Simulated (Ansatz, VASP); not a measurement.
# Cross-check of BAs between VASP and Ansatz

One calculation is typed for both programs; each brings its own data sets. How far apart do they land? The cell is taken from a series of runs on this material, whose earlier steps may have relaxed, scaled, displaced or heated it; both programs get it as it stands.

Program: Ansatz 0.2.0. Level of theory: plane waves, with VASP 6.6.1 beside it; zone-centre phonons at LDA. Results are calculated unless marked as measured.

## Step 1: The starting structure

Symmetry: F-43m, No. 216, cubic system. Conventional cell: a = 4.732 Å, b = 4.732 Å, c = 4.732 Å, α = 90.00°, β = 90.00°, γ = 90.00°. Nearest to B lie 4 As at 2.05 Å. As has 4 B at 2.05 Å nearest. Farther neighbours are not listed.

Coordinates:

```cif
data_structure
_symmetry_space_group_name_H-M 'P 1'
_symmetry_Int_Tables_number 1
_cell_length_a 3.3458
_cell_length_b 3.3458
_cell_length_c 3.3458
_cell_angle_alpha 60.000
_cell_angle_beta 60.000
_cell_angle_gamma 60.000
_cell_volume 26.48
loop_
_atom_site_label
_atom_site_type_symbol
_atom_site_fract_x
_atom_site_fract_y
_atom_site_fract_z
_atom_site_occupancy
B1 B 0.00000 0.00000 0.00000 1
As2 As 0.75000 0.75000 0.75000 1
```

## Step 2: VASP: zone-centre phonons, LDA

Second derivatives magnify differences that forces hide, and they need a tight electronic threshold.

Lines of VASP's logs that name or quote its potential files are left out, and so is its time.

INCAR

```
SYSTEM = BAs
PREC = Accurate
ENCUT = 500
EDIFF = 1E-08
NELM = 120
ISMEAR = -1
SIGMA = 0.03
LREAL = .FALSE.
ALGO = Normal
GGA = CA
NELECT = 7.994703
NBANDS = 9
LORBIT = 11
LWAVE = .FALSE.
LCHARG = .FALSE.
ISIF = 2
IBRION = 8
LASPH = .TRUE.
GGA_COMPAT = .FALSE.
KPAR = 2
```

POSCAR

```
BAs
1.0
    0.0000000000      2.3658309556      2.3658309556
    2.3658309556      0.0000000000      2.3658309556
    2.3658309556      2.3658309556      0.0000000000
B As
1 1
Direct
    0.0000000000      0.0000000000      0.0000000000
    0.7500000000      0.7500000000      0.7500000000
```

KPOINTS

```
Automatic mesh
0
Gamma
29 29 29
0 0 0
```

The projector-augmented-wave data sets are B and As (LDA family, release 64).

On the command line:

```bash
mpirun -np 2 vasp_std
```

Numbers of over 12 decimals in the logs are rounded to 6 here.

What it wrote:

```text
[banner, memory and clock lines left out]
running    2 mpi-ranks, on    1 nodes
 distrk:  each k-point on    1 cores,    2 groups
 distr:  one band on    1 cores,    1 groups

 POSCAR found type information on POSCAR B As
 POSCAR found :  2 types and       2 ions
 LDA part: xc-table for (Slater(with rela. corr.)+CA(PZ))
 , standard interpolation
 POSCAR, INCAR and KPOINTS ok, starting setup
 FFT: planning ... GRIDC
 FFT: planning ... GRID_SOFT
 FFT: planning ... GRID
 WAVECAR not read
 entering main loop
       N       E                     dE             d eps       ncg     rms          rms(c)
DAV:   1     0.110680550749E+02    0.11068E+02   -0.32268E+03 12256   0.654E+02
DAV:   2    -0.131973693080E+02   -0.24265E+02   -0.23214E+02 18050   0.108E+02
DAV:   3    -0.137374872106E+02   -0.54012E+00   -0.53890E+00 14216   0.176E+01
DAV:   4    -0.137391043174E+02   -0.16171E-02   -0.16169E-02 15549   0.973E-01
DAV:   5    -0.137391062992E+02   -0.19818E-05   -0.19822E-05 13867   0.311E-02BRMIX: very serious problems
 the old and the new charge density differ
 old charge density:     8.00000 new    7.99470
BRMIX: very serious problems
 the old and the new charge density differ
 old charge density:     8.00000 new    7.99470
    0.522E+00
DAV:   6    -0.130602268381E+02    0.67888E+00   -0.18911E+00 12854   0.661E+00    0.248E+00
DAV:   7    -0.129735746096E+02    0.86652E-01   -0.22749E-01 16008   0.276E+00    0.889E-01
DAV:   8    -0.129600705057E+02    0.13504E-01   -0.26858E-02 13369   0.959E-01    0.112E-01
DAV:   9    -0.129600772970E+02   -0.67913E-05   -0.68695E-04 14032   0.193E-01    0.598E-02
DAV:  10    -0.129600837015E+02   -0.64045E-05   -0.10197E-04 12787   0.628E-02    0.157E-02
DAV:  11    -0.129600848863E+02   -0.11848E-05   -0.13996E-06 15686   0.108E-02    0.135E-02
DAV:  12    -0.129600847015E+02    0.18480E-06   -0.94567E-07 12994   0.452E-03    0.190E-03
DAV:  13    -0.129600847049E+02   -0.34480E-08   -0.25603E-08 12978   0.142E-03
   1 F= -.12960085E+02 E0= -.12959988E+02  d E =-.193968E-03
 Linear response reoptimize wavefunctions to high precision
DAV:   1    -0.129600847042E+02    0.76079E-09   -0.54558E-09 13139   0.384E-04
DAV:   2    -0.129600847042E+02   -0.10004E-10   -0.11687E-10  6459   0.998E-05
 Linear response DOF=           2
 Linear response progress:
  Degree of freedom:   1/  2
       N       E                     dE             d eps       ncg     rms          rms(c)
RMM:   1    -0.439019913134E-01   -0.43902E-01    0.12338E-03143298   0.121E+00
RMM:   2    -0.411118612697E-01    0.27901E-02   -0.10212E-03 95745   0.241E-01    0.109E-01
RMM:   3    -0.411655172376E-01   -0.53656E-04   -0.16595E-04 97837   0.850E-02    0.563E-02
RMM:   4    -0.414974070389E-01   -0.33189E-03   -0.15823E-04 94925   0.787E-02    0.758E-03
RMM:   5    -0.414751636150E-01    0.22243E-04    0.33058E-07102168   0.843E-03    0.758E-04
RMM:   6    -0.414738585212E-01    0.13051E-05   -0.97059E-09100994   0.673E-04    0.283E-04
RMM:   7    -0.414731303997E-01    0.72812E-06    0.13388E-08103751   0.275E-04    0.465E-05
RMM:   8    -0.414732824563E-01   -0.15206E-06    0.19317E-10104673   0.462E-05    0.147E-05
RMM:   9    -0.414732441106E-01    0.38346E-07   -0.91467E-09107459   0.222E-05    0.184E-06
RMM:  10    -0.414732449969E-01   -0.88633E-09   -0.10382E-08 95007   0.915E-06    0.628E-07
 first order change of Fermi-energy   0.75724E-04
 force on displaced ion       1 direction 1 : -15.796   0.000   0.000
 Linear response progress:
  Degree of freedom:   2/  2
       N       E                     dE             d eps       ncg     rms          rms(c)
RMM:   1    -0.399803374087E-01   -0.39980E-01    0.29556E-02146422   0.127E+00
RMM:   2    -0.378173951067E-01    0.21629E-02   -0.11133E-03 97340   0.242E-01    0.102E-01
RMM:   3    -0.377310950767E-01    0.86300E-04   -0.30404E-05101031   0.313E-02    0.596E-02
RMM:   4    -0.378244605109E-01   -0.93365E-04   -0.28147E-05 98319   0.334E-02    0.331E-03
RMM:   5    -0.378110753404E-01    0.13385E-04   -0.49799E-07104610   0.317E-03    0.959E-04
RMM:   6    -0.378064179880E-01    0.46574E-05    0.10563E-07103806   0.489E-04    0.205E-04
RMM:   7    -0.378057647849E-01    0.65320E-06    0.51733E-08105949   0.187E-04    0.329E-05
RMM:   8    -0.378058433146E-01   -0.78530E-07   -0.93925E-08108501   0.310E-05    0.132E-05
RMM:   9    -0.378058327174E-01    0.10597E-07   -0.62650E-08109418   0.147E-05    0.899E-07
RMM:  10    -0.378058388939E-01   -0.61766E-08   -0.10281E-07 74760   0.935E-06    0.446E-07
RMM:  11    -0.378058403936E-01   -0.14996E-08   -0.11680E-07 56574   0.923E-06    0.489E-08
 first order change of Fermi-energy   0.20242E-04
 force on displaced ion       2 direction 1 : -15.796  -0.000  -0.000
 Linear response finished
```

From OUTCAR (step 2):

```text
NELECT = 7.994703

 ion  position               nearest neighbor table
   1  0.000  0.000  0.000-   2 2.05   2 2.05   2 2.05   2 2.05
   2  0.750  0.750  0.750-   1 2.05   1 2.05   1 2.05   1 2.05

  LATTYP: Found a face centered cubic cell.
 ALAT       =     4.7316619112

 Subroutine GETGRP returns: Found 24 space group operations
 (whereof 24 operations were pure point group operations)

The static configuration has the point symmetry T_d .

 Found    680 irreducible k-points:

   k-points           NKPTS =    680   k-points in BZ     NKDIM =    680   number of bands    NBANDS=      9

   dimension x,y,z NGX =    24 NGY =   24 NGZ =   24
   dimension x,y,z NGXF=    48 NGYF=   48 NGZF=   48

   ENCUT  =  500.0 eV  36.75 Ry    6.06 a.u.   6.10  6.10  6.10*2*pi/ulx,y,z

 k-points in reciprocal lattice and weights: Automatic mesh
   0.00000000  0.00000000  0.00000000       0.000
   0.03448276  0.00000000  0.00000000       0.000
   0.06896552  0.00000000  0.00000000       0.000
   0.10344828  0.00000000  0.00000000       0.000
   0.13793103  0.00000000  0.00000000       0.000
   0.17241379  0.00000000  0.00000000       0.000
   0.20689655  0.00000000  0.00000000       0.000
   0.24137931  0.00000000  0.00000000       0.000
   0.27586207  0.00000000  0.00000000       0.000
[...]
-0.27586207  0.48275862  0.20689655       0.001
  -0.27586207  0.48275862  0.24137931       0.001

 average (electrostatic) potential at core
       1 -31.5925       2 -51.7000

  Total        0.1062994      0.1062994      0.1062994      0.0000000      0.0000000     -0.0000000
  in kB        6.4307270      6.4307270      6.4307270      0.0000000      0.0000000     -0.0000000
  external PRESSURE =       6.4307270 kB  Pullay stress =       0.0000000 kB

  energy-cutoff  :      500.00
  volume of cell :       26.48
      direct lattice vectors                 reciprocal lattice vectors
     0.000000000  2.365830956  2.365830956    -0.211342234  0.211342234  0.211342234
     2.365830956  0.000000000  2.365830956     0.211342234 -0.211342234  0.211342234
     2.365830956  2.365830956  0.000000000     0.211342234  0.211342234 -0.211342234

 POSITION                                       TOTAL-FORCE (eV/Angst)
 -----------------------------------------------------------------------------------
      0.00000      0.00000      0.00000        -0.000000     -0.000000      0.000000
      3.54875      3.54875      3.54875         0.000000      0.000000     -0.000000
 -----------------------------------------------------------------------------------
    total drift:                               -0.000000     -0.000000     -0.000000

 Eigenvectors and eigenvalues of the dynamical matrix
 ----------------------------------------------------

   1 f  =   20.214286 THz   127.010105 2PiTHz  674.276005 cm-1    83.599532 meV
             X         Y         Z           dx          dy          dz
      0.000000  0.000000  0.000000     0.000000    0.934823    0.000000
      3.548746  3.548746  3.548746     0.000000   -0.355113    0.000000

   2 f  =   20.214286 THz   127.010105 2PiTHz  674.276005 cm-1    83.599532 meV
             X         Y         Z           dx          dy          dz
      0.000000  0.000000  0.000000     0.934823    0.000000    0.000000
      3.548746  3.548746  3.548746    -0.355113    0.000000    0.000000

   3 f  =   20.214286 THz   127.010105 2PiTHz  674.276005 cm-1    83.599532 meV
             X         Y         Z           dx          dy          dz
      0.000000  0.000000  0.000000     0.000000    0.000000    0.934823
      3.548746  3.548746  3.548746     0.000000    0.000000   -0.355113

   4 f/i=    0.000141 THz     0.000889 2PiTHz    0.004717 cm-1     0.000585 meV
             X         Y         Z           dx          dy          dz
      0.000000  0.000000  0.000000    -0.355113    0.000000    0.000000
      3.548746  3.548746  3.548746    -0.934823    0.000000    0.000000

   5 f/i=    0.000141 THz     0.000889 2PiTHz    0.004717 cm-1     0.000585 meV
             X         Y         Z           dx          dy          dz
      0.000000  0.000000  0.000000     0.000000   -0.355113    0.000000
      3.548746  3.548746  3.548746     0.000000   -0.934823    0.000000

   6 f/i=    0.000141 THz     0.000889 2PiTHz    0.004717 cm-1     0.000585 meV
             X         Y         Z           dx          dy          dz
      0.000000  0.000000  0.000000     0.000000    0.000000   -0.355113
      3.548746  3.548746  3.548746     0.000000    0.000000   -0.934823

 ELASTIC MODULI CONTR FROM IONIC RELAXATION (kBar)
 Direction    XX          YY          ZZ          XY          YZ          ZX
 --------------------------------------------------------------------------------
 XX          -0.0000      0.0000     -0.0000     -0.0000     -0.0000     -0.0000
 YY           0.0000     -0.0000      0.0000     -0.0000     -0.0000      0.0000
 ZZ          -0.0000      0.0000     -0.0000     -0.0000     -0.0000     -0.0000
 XY          -0.0000     -0.0000     -0.0000   -247.6889     -0.0000      0.0000
 YZ          -0.0000     -0.0000     -0.0000     -0.0000   -247.6889      0.0000
 ZX          -0.0000      0.0000     -0.0000      0.0000      0.0000   -247.6889
 --------------------------------------------------------------------------------
```

The cell is charged against a uniform background.

## Step 3: Ansatz: zone-centre phonons, LDA

Ansatz runs on its PAW soft_1 files.

The same cell, functional (in two slightly different forms), mesh and smearing now go to Ansatz, which takes its cutoff from its data sets.

input.yaml

```yaml
crystal:
  lattice:
    - [0.0, 2.3658309556, 2.3658309556]
    - [2.3658309556, 0.0, 2.3658309556]
    - [2.3658309556, 2.3658309556, 0.0]
  atoms:
    - { symbol: B, position: [0.0, 0.0, 0.0] }
    - { symbol: As, position: [0.75, 0.75, 0.75] }
total_charge: 0.005297
kpoints:
  mp_grid: { grid: [29, 29, 29] }
hamiltonian:
  xc: lda
  pseudopotentials: { kind: paw, azcp: { folder: soft_1 }, xc_functional: pbe }
scf:
  occupations: { method: fermi_dirac, width: 0.03 }
output:
  eigenvalues: true
phonons:
  method: dfpt
```

On the command line:

```bash
ansatz run input.yaml --threads 8 --pin off --max-ram 16384MiB --backend cpu --events-out ev --progress --plain --runs-dir out
```

What it wrote:

```text
zone centre: on kpoints.mp_grid the ground state, and the responses unless they are solved on pairs of k-points, stand on 1800 of the mesh's 24389 k-points, reduced under 8 symmetry operations, with k and −k counted as one. Each operation leaves every solved displacement unchanged or reverses it
Engine: ansatz 0.2.0, aarch64-unknown-linux-gnu
Pseudopotentials: kind: paw
Pseudopotential: B, paw, valence charge 3, recommended cutoff 420 eV (normal), soft_1/B.paw.azcp
Pseudopotential: As, paw, valence charge 15, recommended cutoff 420 eV (normal), soft_1/As.paw.azcp
Functional definition: SPW92
  exchange = slater_x
  correlation = pw_c
Crystal: 2 atoms, lattice volume = 26.484 Å³
Basis set: ecut = 420 eV, 531 PW (Γ), exchange–correlation on 48×48×48 points (8 copies of the dense FFT grid, shifted against one another)
Bands: 13, of which v1, the nominal top of the filled ones, is band 9 counted from 1 (8 counted from 0)
Symmetry: 24 space group operations
k-points: 1800 of 24389 (irreducible under 8 space group operations, time reversal used)
Non-local potential: B, projectors of the file, l = 0: 2, l = 1: 2, l = 2: 1
Non-local potential: As, projectors of the file, l = 0: 2, l = 1: 2, l = 2: 3, l = 3: 1
PAW form: soft (Blöchl's): semilocal exchange-correlation on the pseudo side does not see the compensation charge
PAW frozen core: B, regenerated for the run's functional, and the local potential with it (the file was generated under x = pbe(κ = 0.804, μ = 0.219515), c = pbe(β = 0.066725))
PAW frozen core: As, regenerated for the run's functional, and the local potential with it (the file was generated under x = pbe(κ = 0.804, μ = 0.219515), c = pbe(β = 0.066725))
PAW one-centre angular grid: B, 110 points (default); XC on 64 Gauss nodes
PAW one-centre angular grid: As, 590 points (default); XC on 64 Gauss nodes
Initial density: superposition of atomic densities (chi_scale 0.1, normalization cell, long waves kept (reshape's long-wave potential 0.00 eV rms))
Initial wavefunctions: pseudopotential atomic-orbital guess
Functional: x = slater, c = lda
SCF iter   1: F=—  HF=-4924.291954 eV  |F-HF|=—  |Δ(HF+E_count)|=         —  Δρ=7.84e-2  dr2=2.09e0  ethr=3.10e-3  ⟨swp⟩=5.8  Hψ=134331  notcnv=0
preconditioner: auto → none  [metal: Δε(μ)=0.011 eV  Ē_g=12.668 eV  σ=0.030 eV  W_gap=0.09  n_scr=8 (ndim 8)  ℏωp=20.4 eV  f_vac=0.000  D(μ)=0.07/eV (n_scr^D=0)  sad-step TF]
SCF iter   2: F=—  HF=-4923.799908 eV  |F-HF|=—  |Δ(HF+E_count)|=   4.92e-1  Δρ=4.16e-2  dr2=5.79e-1  ethr=3.10e-3  ⟨swp⟩=2.0  Hψ=45406  notcnv=0
SCF iter   3: F=—  HF=-4923.604879 eV  |F-HF|=—  |Δ(HF+E_count)|=   1.95e-1  Δρ=8.20e-3  dr2=2.52e-2  ethr=3.10e-3  ⟨swp⟩=2.9  Hψ=38748  notcnv=0
SCF iter   4: F=—  HF=-4923.592728 eV  |F-HF|=—  |Δ(HF+E_count)|=   1.22e-2  Δρ=1.43e-3  dr2=3.59e-4  ethr=1.40e-4  ⟨swp⟩=2.6  Hψ=48868  notcnv=0
SCF iter   5: F=—  HF=-4923.592560 eV  |F-HF|=—  |Δ(HF+E_count)|=   1.69e-4  Δρ=5.88e-4  dr2=4.20e-5  ethr=2.00e-6  ⟨swp⟩=2.0  Hψ=40900  notcnv=0
SCF iter   6: F=—  HF=-4923.592589 eV  |F-HF|=—  |Δ(HF+E_count)|=   2.87e-5  Δρ=4.30e-5  dr2=3.26e-7  ethr=2.33e-7  ⟨swp⟩=1.6  Hψ=26472  notcnv=0
SCF iter   7: F=—  HF=-4923.592588 eV  |F-HF|=—  |Δ(HF+E_count)|=   1.01e-7  Δρ=5.40e-6  dr2=2.94e-9  ethr=1.81e-9  ⟨swp⟩=2.0  Hψ=38375  notcnv=0
SCF iter   8: F=—  HF=-4923.592588 eV  |F-HF|=—  |Δ(HF+E_count)|=   1.31e-9  Δρ=1.95e-7  dr2=8.83e-12  ethr=1.00e-12  ⟨swp⟩=4.7  Hψ=121238  notcnv=0
SCF iter   9: F=-4923.592588 eV  HF=-4923.592588 eV  |F-HF|=1.82e-12  |Δ(HF+E_count)|=  1.64e-11  Δρ=5.24e-8  dr2=4.19e-13  ethr=1.00e-12  ⟨swp⟩=5.0  Hψ=94599  notcnv=0
SCF 1 converged in 9 iterations: F = -4923.592588 eV  dr2 = 4.19e-13
  greatest PAW one-centre occupation: 0.999 electrons in one spin orbital (limit 2), on the As atom at site 1 (counted from 0), in its partial waves of l = 2
DFPT response loops at Γ: preconditioner auto → Kerker (q_TF=auto, 2.558 Å⁻¹) (partly filled bands, converged f_vac=0.000); β = 1.00, the filter's whole step (`scf.mixing.beta` (0.50) is not read by the response loops under this deck's `scf.mixing.preconditioner`; to damp them name `kerker` or `kerker_dos`, under which they read `scf.mixing.beta`, and type it under 1.00, their step now; both keys bind the ground state too); Broyden in place of MSR1
SCF converged after 9 iterations
Free energy (F): -4923.592588 eV
Harris-Foulkes:  -4923.592588 eV  (|F-HF|=1.82e-12)
Internal energy: -4923.592395 eV  (E = F + TS)
E sigma→0 (E₀):  -4923.592492 eV
Entropy (-TS):   -0.000194 eV (-0.097 meV/atom)
Fermi energy:    10.744325 eV
--- Per-component energies (eV) ---
  E_band       = -217.436274
  E_kinetic    = 148.472739
  E_local      = -1936.412401  (includes V_loc(G=0)·N_el)
  E_nonlocal   = -380.006774
  E_hartree    = 1093.289243
  E_xc         = -103.418940
  E_vxc        = -113.290224  (∫ρ·V_xc dr)
  E_paw        = -2005.326202  (= ΣΔE_a)
  E_vpaw       = -122.778102  (= ΣTr[D̂ρ^β])
  E_aug_tail   = -0.000004  (compensation charges beyond the density's cutoff)
  E_ewald      = -1742.311120
  E_core_change = 2.121063  (= ΣΔE_core)
  E_smearing   = -0.000194  (= −TS)
  E_closure    = 0.000000  (closes the sum)
  E_deformation_potential = 0.092400  (in the stress; not in F)
  Σ components = -4923.592588   (vs F -4923.592588, Δ=0.00e0)
--- Band table (eV; the first three rows and the last of 1800) ---
  k-point 0: bands = [... 5 lower, -4.7898, 10.8595, 10.8595, 10.8595, 14.1511, 14.1511, 14.1511, 15.8707]
  k-point 1: bands = [... 5 lower, -4.7698, 10.6464, 10.8171, 10.8171, 14.2064, 14.2064, 14.2117, 15.9738]
  k-point 2: bands = [... 5 lower, -4.7099, 10.1012, 10.6998, 10.6998, 14.3062, 14.3604, 14.3604, 16.2787]
  k-point 1799: bands = [... 5 lower, -0.3735, 2.8135, 5.1424, 5.5781, 16.0109, 16.8107, 17.5991, 18.2758]
--- Phonons (Γ-DFPT): 2 representative perturbations + reference, on 1800 of 24389 k-points (Σ response iterations 6) ---
  k mesh reduced under 8 symmetry operations, with k and −k counted as one. Each operation leaves every solved displacement unchanged or reverses it
  ASR residual: 3.148e-5 → 0.000e0 eV/Å²; symmetrization residual: 4.682e-7 eV/Å²
  ASR residual per site (eV/Å²): 3.15e-5 1.96e-6
  Γ frequencies (cm⁻¹): 0.00 0.00 0.00 663.64 663.64 663.64
  non-analytic LO–TO correction: not included (Born effective charges unavailable; polar crystals: no LO–TO splitting at Γ)
```

In the SCF lines HF is the Harris–Foulkes energy and dr2 the Hartree energy of the density residual, in eV; the loop may stop once dr2 is under the threshold and the program's other checks hold. Hψ counts applications of the Hamiltonian.

## Step 4: Comparison

Known differences besides the potentials themselves: the two LDA forms differ slightly; the cutoff is 420 eV in Ansatz and 500 eV in VASP; VASP's log shows a relativistic correction to its local exchange, Ansatz's none. Total energies have different zeros and are not compared.

Both answers:

| quantity | Ansatz | VASP | difference |
| --- | --- | --- | --- |
| optical mode 1 to 3 (cm⁻¹) | 663.6 | 674.3 | -1.58 % |

Modes are paired by rising frequency, not by their patterns, so a pair may set unlike modes beside each other; they are those without the splitting of longitudinal modes. The cell carries a charge of +0.005297 e against a uniform background, so its pressure also hangs on how the neutralising background is counted, and in a defect's cell a gap may be the spacing between its levels.

## Step 5: Results

| Quantity | Value |
| --- | --- |
| r.m.s. difference of the optical zone-centre modes, each program's sorted by frequency (zone-centre phonons, LDA) | 11 cm⁻¹ |
| difference in optical mode 1 to 3 (zone-centre phonons, LDA) | -1.6 % |

What this shows: The r.m.s. difference of the optical zone-centre modes, each program's sorted by frequency is 11 cm⁻¹ (zone-centre phonons, LDA). The data sets hold unlike numbers of valence electrons (17.9947 in Ansatz and 7.9947 in VASP), so part of the differences comes from the potentials. Among the rows given in per cent, the largest difference of the zone-centre phonons, LDA pair is in optical mode 1 to 3, -1.6 %. Such differences can come from data sets, numerical settings and the points named under the comparisons, not from the functional's error against experiment.

[Lines on the potential files, build, host, timing and source positions are cut from VASP's logs without a mark.]

[Logs are printed without paths, hosts, clocks, repeated set-up lines and the standing remarks that a program may print on its own settings, such as how far it seeks lower states.]

[Hosts, paths, dates, database ids (printed as entryN), source tags and the programs' standing remarks are cut or masked in the printed files.]
